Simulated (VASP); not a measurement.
An input for Ansatz (written as the equivalent of a VASP run, and not itself run):

Ansatz 0.2 input:
```yaml
crystal:
  lattice:
    - [0.0000000, 2.0150000, 2.0150000]
    - [2.0150000, 0.0000000, 2.0150000]
    - [2.0150000, 2.0150000, 0.0000000]
  atoms:
    - { symbol: Li, position: [0.0000000, 0.0000000, 0.0000000] }
    - { symbol: F, position: [0.5000000, 0.5000000, 0.5000000] }
kpoints:
  mp_grid: { grid: [10, 10, 10] }
hamiltonian:
  xc: r2scan
  dispersion: rvv10
  pseudopotentials: { kind: paw }
scf:
  occupations: { method: gaussian, width: 0.05 }
  max_iter: 100
relax:
  max_steps: 60
  f_tol: 0.01
  cell: {}
output: { forces: true, stress: true, eigenvalues: true }
```

Write the VASP files for the same calculation (r2SCAN+rVV10).

This is not unique; one that fits is 
KPOINTS:
```
Automatic mesh
0
Gamma
10 10 10
0 0 0
```

**INCAR**
```
LCHARG = F
BPARAM = 11.95
SYSTEM = LiF
NSW = 60
ISIF = 3   # ions, shape and volume
CPARAM = 0.0093
ALGO = Normal   # blocked Davidson
IBRION = 2   # conjugate gradients
LWAVE = F
EDIFFG = -0.01
NELM = 100   # most electronic steps
METAGGA = R2SCAN
ENCUT = 520
PREC = Accurate
ISMEAR = 0
SIGMA = 0.05   # width (eV)
LASPH = T   # aspherical one-centre terms
EDIFF = 1E-6   # SCF stop (eV)
LREAL = F
LUSE_VDW = T
LMIXTAU = T
```

### POSCAR
```
LiF
1.0
  0.0000000000   2.0150000000   2.0150000000
  2.0150000000   0.0000000000   2.0150000000
  2.0150000000   2.0150000000   0.0000000000
Li F
1 1
Cart
  0.0000000000   0.0000000000   0.0000000000
  2.0150000000   2.0150000000   2.0150000000
```

POTCAR, in this order: Li_sv F (PBE.64 set). Program: vasp_std.

The two are equivalent in intent, not identical: each code has its own PAW files, so the cut-off isn't converted (ENCUT is set for VASP's; basis.ecutwfc is left out, and Ansatz then takes the one that its files recommend); Ansatz stops its SCF on the density residual and VASP on the energy change (EDIFF).

The compound is LiF in the rock salt structure. This run relaxes it. Symmetry was kept, so distortions that lower it aren't found.
